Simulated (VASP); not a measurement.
Data:

```yaml
crystal:
  lattice:
    - [-2.19176, 2.19176, 5.25626]
    - [2.19176, -2.19176, 5.25626]
    - [2.19176, 2.19176, -5.25626]
  atoms:
    - { symbol: Sr, position: [0.99280, 0.00080, 0.99900] }
    - { symbol: Si, position: [0.62409, 0.61845, 0.01531] }
    - { symbol: Si, position: [0.39873, 0.39303, 0.01093] }
    - { symbol: Ag, position: [0.73510, 0.24204, 0.48544] }
    - { symbol: Ag, position: [0.24928, 0.74569, 0.48931] }
```

Level of theory: PBEsol GGA, VASP's PBE PAW potentials (set 64) (plane waves; VASP 6.6.1). Numerical set-up: 300 eV cut-off, 4×4×6 Γ-centred mesh, Fermi-Dirac smearing of 0.050 eV, potentials Sr_sv Si Ag.

At this cut-off the stress carries a Pulay error, which pulls relaxed volumes low.

Q: Which forces act on the atoms, in eV/Å?

A: 
| atom | Fx | Fy | Fz |
|---|---|---|---|
| Sr1 | -0.038 | 0.180 | 0.123 |
| Si2 | -0.132 | -0.243 | -0.017 |
| Si3 | -0.097 | -0.269 | -0.193 |
| Ag4 | 0.125 | 0.206 | 0.147 |
| Ag5 | 0.142 | 0.125 | -0.061 |

Q: Give the stress tensor in GPa (positive for a compressed cell).

A: 
```
-2.61  -0.08  -0.09
-0.08  -2.58   0.01
-0.09   0.01  -2.42
```
The pressure is its mean diagonal, -2.54 GPa.

The structure comes from a computed database's Ag2SrSi2 entry; how it stands against other phases isn't given here. The cell was not relaxed at this level, atoms are displaced from their ideal sites. The k-mesh is coarse (spacing up to 0.39 per Å, 2π included), so the numbers may not be converged in it.
